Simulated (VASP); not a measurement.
A run of VASP 6.6.1 is set up as follows.

Contents of INCAR:

```
PREC     = Accurate       # precision mode
ENCUT    = 520            # plane-wave cutoff, eV
EDIFF    = 1E-7           # SCF threshold, eV
ISMEAR   = -1             # smearing method
SIGMA    = 0.05           # smearing width, eV
LREAL    = False          # projectors in reciprocal space
LASPH    = True           # aspherical terms in the spheres
NELM     = 120            # most SCF steps
ALGO     = Normal         # electronic algorithm
ISIF     = 2              # what is computed and relaxed
LWAVE    = False          # write WAVECAR
LCHARG   = False          # write CHGCAR
ISPIN    = 2              # spin polarisation
MAGMOM   = 3 0 0 0 0 0 0 0 # initial moments
LORBIT   = 11             # projections on sites
LMAXMIX  = 4              # l up to which the mixer works
GGA      = PE             # functional
NBANDS   = 29             # bands
```

File KPOINTS:

```
Automatic mesh
0
Gamma
  5 5 5
```

File POSCAR:

```
CaMg6Fe
1.0
    5.0622820000      0.0000000000      0.0000000000
    0.0000000000      3.2499695000      5.5779345000
    0.0000000000     -3.2499695000      5.5779345000
Fe Ca Mg
1 1 6
Direct
    0.0000000000      0.3432590000      0.3432590000
    0.0000000000      0.8339430000      0.8339430000
    0.5000000000      0.1749960000      0.1749960000
    0.5000000000      0.6596430000      0.6596430000
    0.5000000000      0.1836070000      0.6416110000
    0.5000000000      0.6416110000      0.1836070000
    0.0000000000      0.3357710000      0.8271730000
    0.0000000000      0.8271730000      0.3357710000
```

Potentials or basis: VASP PAW PBE potentials, release 64 (Fe, Ca_sv, Mg).

The run is started by

```bash
$ cat potpaw_PBE.64/Fe/POTCAR potpaw_PBE.64/Ca_sv/POTCAR potpaw_PBE.64/Mg/POTCAR > POTCAR
$ mpirun -np 1 vasp_std > vasp.out
```

(1) Estimate the band gap on the k mesh.

(2) Estimate the largest force.

(3) Predict the site moments.

(4) Estimate the pressure.

## Answers

(1) none (metal or under the smearing width).

(2) 0.098 eV/Å.

(3) Fe +2.83; Ca -0.01; Mg -0.01, +0.01 μB.

(4) -0.1 GPa.
